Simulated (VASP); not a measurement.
Consider the following.

```xyz
2
Lattice="3.5887 -1.9172 0.0000 3.5887 1.9172 0.0000 2.6523 0.0000 3.1786" Properties=species:S:1:pos:R:3 pbc="T T T"
As     2.2313     0.0000     0.7215
As     7.6319     0.0000     2.4571
```

These are RPBE GGA, VASP's PBE PAW potentials (set 64) (plane waves; VASP 6.6.1) values and carry that method's errors. Settings: 400 eV cut-off, 10×10×10 Γ-centred mesh, first-order Methfessel-Paxton smearing of 0.10 eV, potentials As.

Problem. Estimate the energy per atom (σ→0), pressure, largest force, band gap (on the k-mesh) with the smallest direct gap where there is one.

Solution. 
```yaml
band gap (on the k-mesh): none (metal, semimetal or under 0.01 eV)
energy per atom (σ→0): -4.282 eV/atom
pressure: 4.03 GPa
largest_force: 0.638 eV/Å
```

Only differences to runs with the same potentials and settings are physical.

The compound is As in the a7 structure. The cell was not relaxed at this level. The run is one of a series of settings (GGA = RP against the base run), some of them coarse on purpose.
